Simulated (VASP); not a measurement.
A run of VASP 6.6.1 is set up as follows.

Contents of INCAR:

```
SYSTEM = BeCdO2
PREC = Normal
ENCUT = 520
EDIFF = 1E-4
ISMEAR = 0
SIGMA = 0.15
LREAL = .FALSE.
LASPH = .TRUE.
NELM = 60
ALGO = Fast
ISIF = 3
LWAVE = .FALSE.
LCHARG = .FALSE.
GGA = PE
IBRION = 2
NSW = 24
EDIFFG = -0.08
KPAR = 4
```

File KPOINTS:

```
regular mesh
0
G
  5 5 5
  0 0 0
```

File POSCAR:

```
BeCdO2
1.0
    0.0000000000      3.5856106500      3.6012220300
    2.0658440800      0.0000000000      3.6012220300
    2.0658440800      3.5856106500      0.0000000000
Be Cd O
1 1 2
Direct
    0.0000000000      0.0000000000      0.0000000000
    0.5000000000      0.5000000000      0.5000000000
    0.0000000000      0.5000000000      0.0000000000
    0.5000000000      0.0000000000      0.5000000000
```

Potentials or basis: VASP PAW PBE potentials, release 64 (Be, Cd, O).

Command:

```sh
$ cat potpaw_PBE.64/Be/POTCAR potpaw_PBE.64/Cd/POTCAR potpaw_PBE.64/O/POTCAR > POTCAR
$ mpirun -np 4 vasp_std > vasp.out
```

**Question.** Estimate the relaxed cell.

**Answer.** a = 4.664 Å, b = 4.079 Å, c = 4.533 Å, α = 65.33°, β = 52.64°, γ = 62.04°.

**Question.** Estimate the space group after relaxing (to 0.05 Å).

**Answer.** Fmmm (No. 69).

**Question.** What does it give for the band gap on the k mesh?

**Answer.** None (metal or under the smearing width).

**Question.** Estimate the relaxed volume.

**Answer.** 14.86 Å³/atom.

Step by step:
| step | energy change (eV) | largest force (eV/Å) | pressure (GPa) | volume (Å³) |
| --- | --- | --- | --- | --- |
| 1 | 0.0000 | 0.0000 | 25.49 | 53.35 |
| 2 | -2.9480 | 0.0000 | -16.97 | 69.71 |
| 3 | -3.0122 | 0.0000 | -13.04 | 66.96 |
| 4 | -4.6400 | 0.0000 | -7.32 | 61.08 |
| 5 | -4.7517 | 0.0000 | -9.19 | 62.48 |
| 6 | -4.7428 | 0.0000 | -9.80 | 62.87 |
| 7 | -4.5757 | 0.0000 | 17.17 | 55.17 |
| 8 | -4.9166 | 0.0000 | -0.07 | 59.59 |
| 9 | -4.9168 | 0.0000 | 0.00 | 59.51 |
| 10 | -4.9165 | 0.0000 | 0.51 | 59.33 |
| 11 | -4.9168 | 0.0000 | 0.19 | 59.44 |

Caveat: the k mesh is coarse (spacing up to 0.39 Å⁻¹), so the values aren't converged; the relaxation stopped at a loose force limit of 0.08 eV/Å, so its end isn't a converged minimum.
